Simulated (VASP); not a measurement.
Given:

```yaml
crystal:
  lattice:
    - [1.57656, -2.73069, 0.00000]
    - [1.57656, 2.73069, 0.00000]
    - [0.00000, 0.00000, 3.50572]
  atoms:
    - { symbol: Hf, position: [0.00000, 0.00000, 0.00000] }
    - { symbol: B, position: [0.33333, 0.66667, 0.50000] }
    - { symbol: B, position: [0.66667, 0.33333, 0.50000] }
```

The numbers are results of revPBE GGA, VASP's PBE PAW potentials (set 64) (plane waves; VASP), not measurements. Numerical set-up: 520 eV cut-off, 12×12×10 Γ-centred mesh, tetrahedra with Blöchl corrections, potentials Hf_pv B.

The cores are frozen, which limits the accuracy of field gradients.

Task: Give the principal components of the electric field gradient (V/Å²) and the asymmetry η at each nucleus.

Result: 
| atom | Vxx | Vyy | Vzz | η |
|---|---|---|---|---|
| Hf1 | -38.7 | -38.7 | 77.3 | 0.00 |
| B2 | -0.9 | -0.9 | 1.8 | 0.00 |
| B3 | -0.9 | -0.9 | 1.8 | 0.00 |

The compound is HfB2 in the AlB2 type structure. It was relaxed first.
